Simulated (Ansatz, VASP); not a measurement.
# PtS2 in two plane-wave programs

One calculation is typed for both programs; each brings its own data sets. How far apart do they land? The cell is taken from a series of runs on this material, whose earlier steps may have relaxed, scaled, displaced or heated it; both programs get it as it stands.

Program: Ansatz 0.2.0. Level of theory: plane waves, with VASP 6.6.1 beside it; zone-centre phonons at PBE with D3(BJ). Results are calculated unless marked as measured.

### 1. The structure

It takes space group P-3m1 (No. 164, trigonal). Conventional cell: a = 3.476 Å, b = 3.476 Å, c = 4.948 Å, α = 90.00°, β = 90.00°, γ = 120.00°. Nearest to S lie 3 Pt at 2.37 Å. Nearest to Pt lie 6 S at 2.37 Å. Farther neighbours and most contacts between anions are not listed.

Structure file:

```
S Pt
1.0
     3.47559    0.00000    0.00000
    -1.73780    3.00995    0.00000
     0.00000    0.00000    4.94803
S Pt
2 1
Direct
  0.33333 0.66667 0.25629
  0.66667 0.33333 0.74371
  0.00000 0.00000 0.00000
```

### 2. VASP: zone-centre phonons, PBE with D3(BJ)

Second derivatives magnify differences that forces hide, and they need a tight electronic threshold.

Lines of VASP's logs that name or quote its potential files are left out, and so is its time.

File INCAR:

```
SYSTEM = PtS2
PREC = Accurate
ENCUT = 500
EDIFF = 1E-08
NELM = 120
ISMEAR = 0
SIGMA = 0.01
LREAL = .FALSE.
ALGO = Normal
GGA = PE
IVDW = 12
NBANDS = 17
LASPH = .TRUE.
LORBIT = 11
LWAVE = .FALSE.
LCHARG = .FALSE.
ISIF = 2
IBRION = 6
NFREE = 2
POTIM = 0.015
NSW = 1
GGA_COMPAT = .FALSE.
EFERMI = MIDGAP
KPAR = 2
```

File POSCAR:

```
PtS2
1.0
    3.4755933844      0.0000000000      0.0000000000
   -1.7377966922      3.0099521641      0.0000000000
    0.0000000000      0.0000000000      4.9480334084
S Pt
2 1
Direct
    0.3333333333      0.6666666667      0.2562851277
    0.6666666667      0.3333333333      0.7437148723
    0.0000000000      0.0000000000      0.0000000000
```

File KPOINTS:

```
Automatic mesh
0
Gamma
12 12 8
0 0 0
```

PAW data sets: S and Pt (PBE family, release 64).

Launch:

```sh
> mpirun -np 2 vasp_std
```

Numbers of over 12 decimals in the logs are rounded to 6 here.

What it wrote:

```text
[banner, memory and clock lines left out]
running    2 mpi-ranks, on    1 nodes
 distrk:  each k-point on    1 cores,    2 groups
 distr:  one band on    1 cores,    1 groups

 POSCAR found type information on POSCAR S Pt
 POSCAR found :  2 types and       3 ions
 LDA part: xc-table for (Slater+PW92), standard interpolation
 POSCAR, INCAR and KPOINTS ok, starting setup
 FFT: planning ... GRIDC
 FFT: planning ... GRID_SOFT
 FFT: planning ... GRID
 WAVECAR not read
 entering main loop
       N       E                     dE             d eps       ncg     rms          rms(c)
DAV:   1     0.109952285730E+03    0.10995E+03   -0.10367E+04  4542   0.113E+03
DAV:   2    -0.116591925324E+02   -0.12161E+03   -0.11794E+03  5554   0.227E+02
DAV:   3    -0.165026938212E+02   -0.48435E+01   -0.48169E+01  5660   0.469E+01
DAV:   4    -0.165505048962E+02   -0.47811E-01   -0.47786E-01  5892   0.514E+00
DAV:   5    -0.165512373088E+02   -0.73241E-03   -0.73233E-03  5797   0.615E-01    0.192E+01
DAV:   6    -0.154826969430E+02    0.10685E+01   -0.63327E+00  4532   0.251E+01    0.127E+01
DAV:   7    -0.152701995730E+02    0.21250E+00   -0.11773E+00  4548   0.114E+01    0.611E+00
DAV:   8    -0.152544591472E+02    0.15740E-01   -0.61919E-02  5259   0.186E+00    0.125E+00
DAV:   9    -0.152509630284E+02    0.34961E-02   -0.10607E-02  5217   0.110E+00    0.203E-01
DAV:  10    -0.152511629444E+02   -0.19992E-03   -0.14989E-03  5777   0.267E-01    0.115E-01
DAV:  11    -0.152512023448E+02   -0.39400E-04   -0.64572E-05  5405   0.585E-02    0.405E-02
DAV:  12    -0.152512061483E+02   -0.38035E-05   -0.11534E-05  5558   0.317E-02    0.128E-02
DAV:  13    -0.152512074962E+02   -0.13479E-05   -0.11240E-06  5792   0.769E-03    0.522E-03
DAV:  14    -0.152512079096E+02   -0.41334E-06   -0.56080E-07  4961   0.447E-03    0.229E-03
DAV:  15    -0.152512078067E+02    0.10287E-06   -0.54174E-08  6110   0.180E-03    0.835E-04
DAV:  16    -0.152512077239E+02    0.82738E-07   -0.13774E-08  4150   0.732E-04    0.212E-04
DAV:  17    -0.152512077148E+02    0.91004E-08   -0.14294E-09  2568   0.265E-04
   1 F= -.16604022E+02 E0= -.16604022E+02  d E =0.000000E+00
[... from here on, the cycles between the ionic steps are left out ...]
   2 F= -.16602909E+02 E0= -.16602909E+02  d E =0.000000E+00
   3 F= -.16602909E+02 E0= -.16602909E+02  d E =0.000000E+00
   4 F= -.16602040E+02 E0= -.16602040E+02  d E =0.000000E+00
   5 F= -.16603423E+02 E0= -.16603423E+02  d E =0.000000E+00
   6 F= -.16601968E+02 E0= -.16601968E+02  d E =0.000000E+00
   7 F= -.16601968E+02 E0= -.16601968E+02  d E =0.000000E+00
   8 F= -.16601954E+02 E0= -.16601954E+02  d E =0.000000E+00
 Finite differences progress:
  Degree of freedom:   4/  4
  Displacement:        1/  2
  Total:               7/  8
 bond charge predicted
       N       E                     dE             d eps       ncg     rms          rms(c)
DAV:   1    -0.152433293077E+02    0.58094E-02   -0.47820E+00  4470   0.116E+01    0.633E-01
DAV:   2    -0.152498418129E+02   -0.65125E-02   -0.70754E-02  5604   0.188E+00    0.261E-01
DAV:   3    -0.152492708112E+02    0.57100E-03   -0.19902E-03  5490   0.303E-01    0.147E-01
DAV:   4    -0.152491301454E+02    0.14067E-03   -0.68423E-04  5451   0.149E-01    0.561E-02
DAV:   5    -0.152491406233E+02   -0.10478E-04   -0.75702E-05  5431   0.527E-02    0.180E-02
DAV:   6    -0.152491384495E+02    0.21738E-05   -0.16272E-05  5352   0.252E-02    0.651E-03
DAV:   7    -0.152491386551E+02   -0.20563E-06   -0.12626E-06  5608   0.871E-03    0.193E-03
DAV:   8    -0.152491386638E+02   -0.86650E-08   -0.18867E-07  5031   0.286E-03    0.746E-04
DAV:   9    -0.152491386747E+02   -0.10961E-07   -0.12117E-08  4118   0.761E-04    0.333E-04
DAV:  10    -0.152491386776E+02   -0.28319E-08   -0.35662E-09  2452   0.438E-04
   9 F= -.16601954E+02 E0= -.16601954E+02  d E =0.000000E+00
 Finite differences progress:
  Degree of freedom:   4/  4
  Displacement:        2/  2
  Total:               8/  8
```

OUTCAR, selected parts (step 2):

```text
ion  position               nearest neighbor table
   1  0.333  0.667  0.256-   3 2.37   3 2.37   3 2.37
   2  0.667  0.333  0.744-   3 2.37   3 2.37   3 2.37
   3  0.000  0.000  0.000-   1 2.37   2 2.37   1 2.37   2 2.37   2 2.37   1 2.37

  LATTYP: Found a hexagonal cell.
 ALAT       =     3.4755933844
 C/A-ratio  =     1.4236514060

 Subroutine GETGRP returns: Found 12 space group operations
 (whereof 12 operations were pure point group operations)

The static configuration has the point symmetry D_3d.

 Found    131 irreducible k-points:

   k-points           NKPTS =    131   k-points in BZ     NKDIM =    131   number of bands    NBANDS=     17

   dimension x,y,z NGX =    28 NGY =   28 NGZ =   36
   dimension x,y,z NGXF=    56 NGYF=   56 NGZF=   72

   ENCUT  =  500.0 eV  36.75 Ry    6.06 a.u.   6.34  6.34  9.02*2*pi/ulx,y,z

   NELECT =      22.0000    total number of electrons

 k-points in reciprocal lattice and weights: Automatic mesh
   0.00000000  0.00000000  0.00000000       0.001
   0.08333333  0.00000000  0.00000000       0.005
   0.16666667  0.00000000  0.00000000       0.005
   0.25000000  0.00000000  0.00000000       0.005
   0.33333333  0.00000000  0.00000000       0.005
   0.41666667  0.00000000  0.00000000       0.005
   0.50000000  0.00000000  0.00000000       0.003
   0.08333333  0.08333333  0.00000000       0.005
   0.16666667  0.08333333  0.00000000       0.010
[...]
0.33333333  0.25000000  0.50000000       0.010
   0.33333333  0.33333333  0.50000000       0.002

 Edisp (eV)   -1.35282

 average (electrostatic) potential at core
       1 -84.6263       2 -84.6797       3 -67.6073

 E-fermi :   7.9729

 k-point     1 :       0.0000    0.0000    0.0000
  band No.  band energies     occupation
    ...
      7       3.6567      2.00000
      8       5.2259      2.00000
      9       6.5523      2.00000
     10       6.5523      2.00000
     11       7.7536      2.00000
     12       9.4172      0.00000
     13       9.4172      0.00000
     14      12.0643      0.00000
     15      13.3079      0.00000
     16      15.6812      0.00000
    ...

 k-point     2 :       0.0833    0.0000    0.0000
  band No.  band energies     occupation
    ...
      7       3.5875      2.00000
      8       5.0624      2.00000
      9       6.3837      2.00000
     10       6.5429      2.00000
     11       7.5936      2.00000
     12       9.2790      0.00000
     13       9.4032      0.00000
     14      12.5919      0.00000
     15      13.6883      0.00000
     16      15.4868      0.00000
    ...

 k-point     3 :       0.1667    0.0000    0.0000
  band No.  band energies     occupation
    ...
      7       3.4452      2.00000
      8       4.6558      2.00000
      9       6.1067      2.00000
     10       6.4271      2.00000
     11       7.0671      2.00000
     12       9.2834      0.00000
     13       9.4498      0.00000
     14      13.4229      0.00000
     15      14.4120      0.00000
     16      15.4678      0.00000
    ...

 Edisp (eV)   -1.35282

  Total       2.12825     2.12825    -0.11210    -0.00000    -0.00000     0.00000
  in kB      65.87363    65.87363    -3.46975    -0.00000    -0.00000     0.00000
  external pressure =       42.76 kB  Pullay stress =        0.00 kB

  energy-cutoff  :      500.00
  volume of cell :       51.76
      direct lattice vectors                 reciprocal lattice vectors
     3.475593384  0.000000000  0.000000000     0.287720654  0.166115597  0.000000000
    -1.737796692  3.009952164  0.000000000     0.000000000  0.332231194  0.000000000
     0.000000000  0.000000000  4.948033408     0.000000000  0.000000000  0.202100495

 POSITION                                       TOTAL-FORCE (eV/Angst)
 -----------------------------------------------------------------------------------
     -0.00000      2.00663      1.26811         0.000000     -0.000000     -0.181940
      1.73780      1.00332      3.67993        -0.000000      0.000000     -0.093916
      0.00000      0.00000     -0.01500         0.000000      0.000000      0.275855
 -----------------------------------------------------------------------------------
    total drift:                                0.000000     -0.000000      0.000020

  FREE ENERGIE OF THE ION-ELECTRON SYSTEM (eV)
  ---------------------------------------------------
  free  energy   TOTEN  =       -16.6019538625 eV

  energy  without entropy=      -16.6019538625  energy(sigma->0) =      -16.60195386

 Eigenvectors and eigenvalues of the dynamical matrix
 ----------------------------------------------------

   1 f  =   10.239268 THz    64.335220 2PiTHz  341.545226 cm-1    42.346192 meV
             X         Y         Z           dx          dy          dz
     -0.000000  2.006635  1.268107    -0.000000    0.000000    0.707107
      1.737797  1.003317  3.679926     0.000000    0.000000   -0.707107
      0.000000  0.000000  0.000000     0.000000   -0.000000    0.000000

   2 f  =    9.649570 THz    60.630038 2PiTHz  321.875017 cm-1    39.907398 meV
             X         Y         Z           dx          dy          dz
     -0.000000  2.006635  1.268107    -0.000000    0.000000   -0.613422
      1.737797  1.003317  3.679926    -0.000000    0.000000   -0.613422
      0.000000  0.000000  0.000000    -0.000000   -0.000000    0.497420

   3 f  =    9.616180 THz    60.420243 2PiTHz  320.761248 cm-1    39.769308 meV
             X         Y         Z           dx          dy          dz
     -0.000000  2.006635  1.268107     0.613392    0.000000    0.000000
      1.737797  1.003317  3.679926     0.613392   -0.000000   -0.000000
      0.000000  0.000000  0.000000    -0.497495    0.000000    0.000000

   4 f  =    9.616180 THz    60.420243 2PiTHz  320.761248 cm-1    39.769308 meV
             X         Y         Z           dx          dy          dz
     -0.000000  2.006635  1.268107    -0.000000   -0.613392   -0.000000
      1.737797  1.003317  3.679926    -0.000000   -0.613392   -0.000000
      0.000000  0.000000  0.000000     0.000000    0.497495    0.000000

   5 f  =    9.008216 THz    56.600288 2PiTHz  300.481731 cm-1    37.254970 meV
             X         Y         Z           dx          dy          dz
     -0.000000  2.006635  1.268107     0.707107    0.000000    0.000000
      1.737797  1.003317  3.679926    -0.707107   -0.000000   -0.000000
      0.000000  0.000000  0.000000    -0.000000    0.000000    0.000000

   6 f  =    9.008216 THz    56.600288 2PiTHz  300.481731 cm-1    37.254970 meV
             X         Y         Z           dx          dy          dz
     -0.000000  2.006635  1.268107     0.000000   -0.707107    0.000000
      1.737797  1.003317  3.679926    -0.000000    0.707107   -0.000000
      0.000000  0.000000  0.000000    -0.000000    0.000000    0.000000

   7 f/i=    0.000170 THz     0.001065 2PiTHz    0.005654 cm-1     0.000701 meV
             X         Y         Z           dx          dy          dz
     -0.000000  2.006635  1.268107    -0.000000    0.000000    0.351729
      1.737797  1.003317  3.679926    -0.000000    0.000000    0.351729
      0.000000  0.000000  0.000000    -0.000000    0.000000    0.867510

   8 f/i=    0.000999 THz     0.006275 2PiTHz    0.033311 cm-1     0.004130 meV
             X         Y         Z           dx          dy          dz
     -0.000000  2.006635  1.268107    -0.226850    0.268867   -0.000000
      1.737797  1.003317  3.679926    -0.226850    0.268867   -0.000000
      0.000000  0.000000  0.000000    -0.559395    0.663005   -0.000000

   9 f/i=    0.000999 THz     0.006275 2PiTHz    0.033311 cm-1     0.004130 meV
             X         Y         Z           dx          dy          dz
     -0.000000  2.006635  1.268107    -0.268867   -0.226850    0.000000
      1.737797  1.003317  3.679926    -0.268867   -0.226850    0.000000
      0.000000  0.000000  0.000000    -0.663005   -0.559395    0.000000

 ELASTIC MODULI CONTR FROM IONIC RELAXATION (kBar)
 Direction    XX          YY          ZZ          XY          YZ          ZX
 --------------------------------------------------------------------------------
 XX        -891.0998   -422.9012   -843.6736      0.0000    421.8665     -0.0000
 YY        -422.9012   -891.0998   -843.6736      0.0000   -421.8665     -0.0000
 ZZ        -843.6736   -843.6736  -1083.3860      0.0000     -0.0000     -0.0000
 XY           0.0000      0.0000      0.0000   -234.0993     -0.0000    421.8677
 YZ         421.8665   -421.8665     -0.0000     -0.0000   -760.2386      0.0000
 ZX          -0.0000     -0.0000     -0.0000    421.8677      0.0000   -760.2432
 --------------------------------------------------------------------------------

 total charge
# of ion       s       p       d       tot
------------------------------------------
    1        1.366   2.285   0.000   3.651
    2        1.366   2.285   0.000   3.651
    3        0.709   0.812   8.006   9.527
--------------------------------------------------
tot          3.440   5.382   8.006  16.828

[... 3 further parts left out ...]
```

Levels, forces or a CONTCAR printed for this step are those of its last displaced cell, not of the structure at rest.

[end of part 1 of 2]

[Lines on the potential files, build, host, timing and source positions are cut from VASP's logs without a mark.]

[Logs are printed without paths, hosts, clocks, repeated set-up lines and the standing remarks that a program may print on its own settings, such as how far it seeks lower states.]

[Hosts, paths, dates, database ids (printed as entryN), source tags and the programs' standing remarks are cut or masked in the printed files.]
